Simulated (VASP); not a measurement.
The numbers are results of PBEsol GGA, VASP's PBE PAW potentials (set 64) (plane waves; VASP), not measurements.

VASP input:

### INCAR
```
SYSTEM = NaHF2
PREC = Accurate
ENCUT = 520
EDIFF = 1E-7
NELM = 100
ALGO = Normal
LREAL = .FALSE.
LASPH = .TRUE.
ISMEAR = -5
GGA = PS
LWAVE = .FALSE.
LCHARG = .TRUE.
LORBIT = 11
NEDOS = 601
ISIF = 2
LEFG = .TRUE.
```

File POSCAR:
```
NaHF2
1
    1.7200600237     0.9930772859     4.6170235166
   -1.7200600237     0.9930772859     4.6170235166
    0.0000000000    -1.9861545717     4.6170235166
Na H F
1 1 2
Direct
  0.0000000000   0.0000000000   0.0000000000
  0.5000000000   0.5000000000   0.5000000000
  0.5825784733   0.5825784733   0.5825784733
  0.4174215267   0.4174215267   0.4174215267
```

File KPOINTS:
```
K-points
0
Gamma
9 9 9
0 0 0
```

POTCAR, in this order: Na_pv H F (PBE.64 set). Program: vasp_std.

Output of the run:

**OSZICAR**
```
       N       E                     dE             d eps       ncg     rms          rms(c)
DAV:   1     0.194847955079E+03    0.19485E+03   -0.12671E+04  2625   0.161E+03
DAV:   2    -0.655175257471E+01   -0.20140E+03   -0.19741E+03  3019   0.419E+02
DAV:   3    -0.186592866695E+02   -0.12108E+02   -0.12092E+02  3075   0.107E+02
DAV:   4    -0.188178494529E+02   -0.15856E+00   -0.15853E+00  3208   0.133E+01
DAV:   5    -0.188209366166E+02   -0.30872E-02   -0.30871E-02  3103   0.163E+00    0.636E+00
DAV:   6    -0.177033016241E+02    0.11176E+01   -0.42691E+00  2900   0.183E+01    0.222E+00
DAV:   7    -0.176893090841E+02    0.13993E-01   -0.61868E-02  2762   0.250E+00    0.136E+00
DAV:   8    -0.176982114024E+02   -0.89023E-02   -0.35041E-02  2879   0.260E+00    0.147E-01
DAV:   9    -0.177003617473E+02   -0.21503E-02   -0.46546E-03  3201   0.628E-01    0.903E-02
DAV:  10    -0.177011499072E+02   -0.78816E-03   -0.70518E-04  2669   0.354E-01    0.173E-02
DAV:  11    -0.177011603755E+02   -0.10468E-04   -0.59121E-05  3530   0.837E-02    0.119E-02
DAV:  12    -0.177011708067E+02   -0.10431E-04   -0.30300E-05  2648   0.550E-02    0.628E-03
DAV:  13    -0.177011705023E+02    0.30435E-06   -0.39002E-06  3467   0.245E-02    0.126E-03
DAV:  14    -0.177011705614E+02   -0.59049E-07   -0.25293E-07  2641   0.517E-03
   1 F= -.17701171E+02 E0= -.17701171E+02  d E =0.000000E+00
```

**OUTCAR**
```
------------------------ aborting loop because EDIFF is reached ----------------------------------------
  FORCE on cell =-STRESS in cart. coord.  units (eV):
  Direction    XX          YY          ZZ          XY          YZ          ZX
  --------------------------------------------------------------------------------------
  Total        0.0722309      0.0722310     -0.0363319     -0.0000000     -0.0000000      0.0000000
  in kB        2.4456473      2.4456481     -1.2301529     -0.0000000     -0.0000000      0.0000000
  external PRESSURE =       1.2203809 kB  Pullay stress =       0.0000000 kB
  volume of cell :       47.32
      direct lattice vectors                 reciprocal lattice vectors
     1.720060024  0.993077286  4.617023517     0.290687530  0.167828495  0.072196586
    -1.720060024  0.993077286  4.617023517    -0.290687530  0.167828495  0.072196586
     0.000000000 -1.986154572  4.617023517     0.000000000 -0.335656991  0.072196586
 POSITION                                       TOTAL-FORCE (eV/Angst)
 -----------------------------------------------------------------------------------
      0.00000      0.00000      0.00000         0.000000      0.000000      0.000000
      0.00000      0.00000      6.92554        -0.000000     -0.000000      0.000000
      0.00000      0.00000      8.06934         0.000000      0.000000      0.019257
      0.00000      0.00000      5.78174         0.000000     -0.000000     -0.019257
 -----------------------------------------------------------------------------------
    total drift:                               -0.000000     -0.000000      0.000000
  FREE ENERGIE OF THE ION-ELECTRON SYSTEM (eV)
  ---------------------------------------------------
  free  energy   TOTEN  =       -17.7011705614 eV

  energy  without entropy=      -17.7011705614  energy(sigma->0) =      -17.70117056

 total charge

# of ion       s       p       d       tot
------------------------------------------
    1        0.043   5.991   0.000   6.034
    2        0.456   0.122   0.000   0.578
    3        1.730   4.400   0.000   6.130
    4        1.730   4.400   0.000   6.130
--------------------------------------------------
tot          3.960  14.913   0.000  18.873
```
(Selected blocks of OUTCAR.)

The structure comes from a computed database's NaHF2 entry (R-3m); how it stands against other phases isn't given here. It was relaxed first.
